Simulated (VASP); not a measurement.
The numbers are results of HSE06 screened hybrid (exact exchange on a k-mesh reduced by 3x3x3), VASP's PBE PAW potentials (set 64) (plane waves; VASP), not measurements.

VASP input:

KPOINTS:
```
Automatic
0
gamma
  12 12 12
0 0 0
```

**INCAR**
```
# general
SYSTEM   = Ga
PREC     = Normal
ENCUT    = 400
LREAL    = F
LASPH    = T
ISYM     = 3

# electronic loop
EDIFF    = 1E-5
NELM     = 50
NELMIN   = 4
ALGO     = Normal
LMAXMIX  = 4

# smearing
ISMEAR   = 1
SIGMA    = 0.1

# functional
GGA      = PE
LHFCALC  = T
AEXX     = 0.25
HFSCREEN = 0.2
PRECFOCK = Fast

# ions
ISIF     = 0

# output
LWAVE    = F
LCHARG   = F

# other
NKREDX   = 3
NKREDY   = 3
NKREDZ   = 3
```

POSCAR:
```
Ga
1
    2.2617364695    -3.8936437710     0.0000000000
    2.2617364695     3.8936437710     0.0000000000
    0.0000000000     0.0000000000     4.6389267241
Ga
4
Direct
  0.1558224792   0.8441775208   0.9188016367
  0.3441775208   0.6558224792   0.4188016367
  0.6558224792   0.3441775208   0.5811983633
  0.8441775208   0.1558224792   0.0811983633
```

POTCAR, in this order: Ga (PBE.64 set). Program: vasp_std. Read from the step before: WAVECAR.

Output of the run:

### OSZICAR
```
       N       E                     dE             d eps       ncg     rms          rms(c)
DAV:   1    -0.134715544289E+02   -0.13472E+02   -0.13829E+00  6020   0.116E+01    0.229E+00
DAV:   2    -0.134769709752E+02   -0.54165E-02   -0.16583E-02  6718   0.746E-01    0.148E+00
DAV:   3    -0.134732470778E+02    0.37239E-02   -0.14335E-03  7070   0.264E-01    0.849E-01
DAV:   4    -0.134717693364E+02    0.14777E-02   -0.72198E-04  6672   0.173E-01    0.470E-01
DAV:   5    -0.134712606255E+02    0.50871E-03   -0.27185E-04  6766   0.101E-01    0.257E-01
DAV:   6    -0.134710870154E+02    0.17361E-03   -0.89270E-05  6696   0.580E-02    0.140E-01
DAV:   7    -0.134710279960E+02    0.59019E-04   -0.28354E-05  4622   0.333E-02    0.760E-02
DAV:   8    -0.134710084416E+02    0.19554E-04   -0.10779E-05  3288   0.203E-02    0.403E-02
DAV:   9    -0.134710022438E+02    0.61978E-05   -0.37680E-06  3248   0.116E-02
   1 F= -.13471002E+02 E0= -.13471168E+02  d E =0.496457E-03
```

**OUTCAR**
```
------------------------ aborting loop because EDIFF is reached ----------------------------------------
  volume of cell :       81.70
      direct lattice vectors                 reciprocal lattice vectors
     2.261736470 -3.893643771  0.000000000     0.221069080 -0.128414418  0.000000000
     2.261736470  3.893643771  0.000000000     0.221069080  0.128414418  0.000000000
     0.000000000  0.000000000  4.638926724     0.000000000  0.000000000  0.215567104
 POSITION                                       TOTAL-FORCE (eV/Angst)
 -----------------------------------------------------------------------------------
      2.26174      2.68021      4.26225         0.000000      0.017631      0.021545
      2.26174      1.21343      1.94279         0.000000     -0.017631      0.021545
      2.26174     -1.21343      2.69614         0.000000      0.017631     -0.021545
      2.26174     -2.68021      0.37667         0.000000     -0.017631     -0.021545
 -----------------------------------------------------------------------------------
    total drift:                                0.000001     -0.000000      0.000001
  FREE ENERGIE OF THE ION-ELECTRON SYSTEM (eV)
  ---------------------------------------------------
  free  energy   TOTEN  =       -13.4710022438 eV

  energy  without entropy=      -13.4714987011  energy(sigma->0) =      -13.47116773

  exchange ACFDT corr.  =         0.00000000  see jH, gK, PRB 81, 115126
```
(Selected blocks of OUTCAR.)

Exact exchange is summed on a reduced mesh (NKRED).

The compound is Ga in the alpha structure. It was relaxed first. The cell's shape comes from a PBE relaxation.
